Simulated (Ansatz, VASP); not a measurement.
CdPb2 in VASP and in Ansatz

The input INCAR:

```
PREC = Accurate
ENCUT = 600
EDIFF = 1E-6
ISMEAR = 0
SIGMA = 0.1
LREAL = False
LASPH = True
NELM = 80
ALGO = Normal
ISIF = 3
LWAVE = False
LCHARG = False
GGA = PE
IBRION = 2
NSW = 90
EDIFFG = -0.04
```

Contents of KPOINTS:

```
regular mesh
0
Gamma
  6 6 4
```

Contents of POSCAR:

```
CdPb2
1.0
    4.4104385561      0.0000000000      0.0000000000
   -2.2052192780      3.8195518314      0.0000000000
    0.0000000000      0.0000000000      4.7621014310
Cd Pb
1 2
Direct
    0.0000000000      0.0000000000      0.0000000000
    0.3333333333      0.6666666667      0.5000000000
    0.6666666667      0.3333333333      0.5000000000
```

Input for Ansatz:

```yaml
crystal:
  lattice:
    - [4.4104385561, 0.0, 0.0]
    - [-2.205219278, 3.8195518314, 0.0]
    - [0.0, 0.0, 4.762101431]
  atoms:
    - { symbol: Cd, position: [0.0, 0.0, 0.0] }
    - { symbol: Pb, position: [0.3333333333, 0.6666666667, 0.5] }
    - { symbol: Pb, position: [0.6666666667, 0.3333333333, 0.5] }
basis:
  ecutwfc: 420
kpoints:
  mp_grid: { grid: [6, 6, 4] }
hamiltonian:
  xc: pbe
scf:
  occupations: { method: gaussian, width: 0.1 }
  lower_state_search: "off"
output:
  forces: true
  stress: true
  eigenvalues: true
relax:
  adjacent_minimum: "off"
  f_tol: 0.04
  max_steps: 70
  cell: { stress_tol: 0.4 }
```

Alike in both runs: task relaxation of cell and atoms; functional PBE; k mesh 6 × 6 × 4; occupations gaussian, width 0.1 eV; no spin polarisation.

|  | VASP | Ansatz |
| --- | --- | --- |
| version | VASP 6.6.1 | Ansatz 0.2.0 |
| potentials or method | VASP PAW PBE potentials, release 64 (Cd, Pb_d) | scalar-relativistic, plane waves, PAW |
| plane-wave cutoff (eV) | 600 | 420 |
| valence electrons in the cell | 40 | 48 |

Ansatz gave:

* gap on the k mesh at the Fermi level, each at its own relaxed structure (eV): none
* relaxed volume (Å³/atom): 31.02
* relaxed cell length with the largest relative difference (Å): 5.422
* energy change over the relaxation (meV/atom): -1083

Task: Which values does VASP return?

Result: gap on the k mesh at the Fermi level, each at its own relaxed structure (eV): none; relaxed volume (Å³/atom): 30.96; relaxed cell length with the largest relative difference (Å): 5.415; energy change over the relaxation (meV/atom): -1077.

A gap of «none» marks a metal or a gap that the smearing closes. The two sets of potentials don't hold the same shells in valence.

Caveats: the volume moved by over 15 % at a fixed basis, so the end points are rough (VASP). The runs have no spin-orbit coupling, so splittings on Pb are missing.
